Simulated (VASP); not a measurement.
All values below come from PBEsol GGA, VASP's PBE PAW potentials (set 64) (plane waves; VASP 6.6.1).

A VASP calculation is set up with these files.

File POSCAR:
```
InAs
1
    0.0000000000     3.0137680000     3.0137680000
    3.0137680000     0.0000000000     3.0137680000
    3.0137680000     3.0137680000     0.0000000000
In As
1 1
Direct
  0.0000000000   0.0000000000   0.0000000000
  0.2500000000   0.2500000000   0.2500000000
```

KPOINTS:
```
Automatic mesh
0
Gamma
  7 7 7
0 0 0
```

INCAR:
```
# general
SYSTEM =InAs
PREC   =Accurate
ENCUT  =400
LREAL  =.False.
LASPH  =.True.

# electronic loop
EDIFF  =1E-6
NELM   =100
ALGO   =Normal
LMAXMIX=4

# smearing
ISMEAR =0
SIGMA  =0.05

# functional
GGA    =PS

# ions
IBRION =2
NSW    =60
ISIF   =3
EDIFFG =-0.01

# output
LWAVE  =.False.
LCHARG =.False.
```

POTCAR, in this order: In_d As (PBE.64 set). Program: vasp_std.

Energy and stress use the plane-wave basis of the starting cell. Unless said otherwise, spin-orbit coupling is left out, though it shifts the bands of the heavy elements here.

Task: Predict the energy per atom (σ→0), volume per atom, band gap (on the k-mesh).

Result: 
```json
{
 "energy per atom (σ→0)": "-4.241 eV/atom",
 "band gap (on the k-mesh)": "none (metal, semimetal or under 0.01 eV)",
 "volume_per_atom": "28.23 Å³/atom"
}
```

OSZICAR:
```
...
DAV:   2    -0.848668194567E+01    0.32861E-01   -0.72014E-02   640   0.693E+00    0.438E-01
DAV:   3    -0.848138814155E+01    0.52938E-02   -0.16220E-02   690   0.289E+00    0.248E-01
DAV:   4    -0.848133952610E+01    0.48615E-04   -0.63030E-04   540   0.252E-01    0.172E-01
DAV:   5    -0.848126597495E+01    0.73551E-04   -0.83526E-05   643   0.976E-02    0.649E-02
DAV:   6    -0.848126752727E+01   -0.15523E-05   -0.28567E-05   787   0.687E-02    0.134E-02
DAV:   7    -0.848126553109E+01    0.19962E-05   -0.35326E-06   615   0.345E-02    0.261E-03
DAV:   8    -0.848126556879E+01   -0.37699E-07   -0.42781E-07   285   0.159E-02
   3 F= -.84812656E+01 E0= -.84811531E+01  d E =-.973924E-02
```

The structure was generated: InAs was put into the zinc blende type (F-43m), which need not be its known phase. This run relaxes it. Symmetry was kept, so distortions that lower it aren't found.
